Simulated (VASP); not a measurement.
These are LDA (Ceperley-Alder, Perdew-Zunger), VASP's LDA PAW potentials (set 64) (plane waves; VASP) values and carry that method's errors.

VASP input:

### KPOINTS
```
Automatic mesh
0
Gamma
3 3 4
0 0 0
```

### INCAR
```
# general
SYSTEM  = Cu3Sn
PREC    = Accurate
ENCUT   = 300   # plane-wave cut-off (eV)
LREAL   = .FALSE.
LASPH   = .TRUE.

# electronic loop
EDIFF   = 1E-6   # SCF stop (eV)
NELM    = 100   # most electronic steps
ALGO    = Normal   # blocked Davidson
LMAXMIX = 4

# smearing
ISMEAR  = -1   # Fermi-Dirac
SIGMA   = 0.05   # width (eV)

# ions
ISIF    = 2   # forces and stress, cell fixed

# output
LWAVE   = .FALSE.
LCHARG  = .FALSE.
```

POSCAR:
```
Cu3Sn
1
    5.5067900000     0.0000000000     0.0000000000
   -2.7533950000     4.7690200000     0.0000000000
    0.0000000000     0.0000000000     4.2726900000
Cu Sn
6 2
Direct
  0.1510480000   0.8414680000   0.7568990000
  0.8492940000   0.1654570000   0.2485200000
  0.3099930000   0.1619450000   0.2507610000
  0.6872850000   0.8416500000   0.7444930000
  0.1539790000   0.3103940000   0.7549250000
  0.8466270000   0.6852490000   0.2424240000
  0.3282280000   0.6650780000   0.2463670000
  0.6735450000   0.3287600000   0.7556100000
```

POTCAR, in this order: Cu Sn_d (LDA.64 set). Program: vasp_std.

At this cut-off the stress carries a Pulay error, which pulls relaxed volumes low. Unless said otherwise, spin-orbit coupling is left out, though it shifts the bands of the heavy elements here.

Task: Estimate the energy per atom (σ→0), pressure, largest force, band gap (on the k-mesh).

Result: 
The energy per atom (σ→0) is -4.621 eV/atom and the band gap (on the k-mesh) is none (metal, semimetal or under 0.01 eV). The pressure is -70.7 kbar and the largest force is 0.562 eV/Å.

File OSZICAR:
```
...
DAV:  11    -0.369817893856E+02   -0.12577E-02   -0.23437E-02  2568   0.155E+00    0.148E-01
DAV:  12    -0.369815885715E+02    0.20081E-03   -0.21833E-03  2576   0.126E+00    0.114E-01
DAV:  13    -0.369813889081E+02    0.19966E-03   -0.39515E-04  3432   0.439E-01    0.791E-02
DAV:  14    -0.369812653818E+02    0.12353E-03   -0.31581E-04  2936   0.367E-01    0.181E-02
DAV:  15    -0.369812721822E+02   -0.68004E-05   -0.11459E-04  2576   0.125E-01    0.540E-03
DAV:  16    -0.369812729078E+02   -0.72560E-06   -0.11403E-05  2168   0.588E-02    0.453E-03
DAV:  17    -0.369812727242E+02    0.18359E-06   -0.22899E-06  1528   0.332E-02
   1 F= -.36981273E+02 E0= -.36964135E+02  d E =-.342754E-01
```

The structure comes from a computed database's Cu3Sn entry; how it stands against other phases isn't given here. The cell was not relaxed at this level, atoms are displaced from their ideal sites. The k-mesh is coarse (spacing up to 0.44 per Å, 2π included), so the numbers may not be converged in it. The run is one of a series of settings (GGA removed, POTCAR Cu Sn_d (LDA.64 set) against the base run), some of them coarse on purpose.
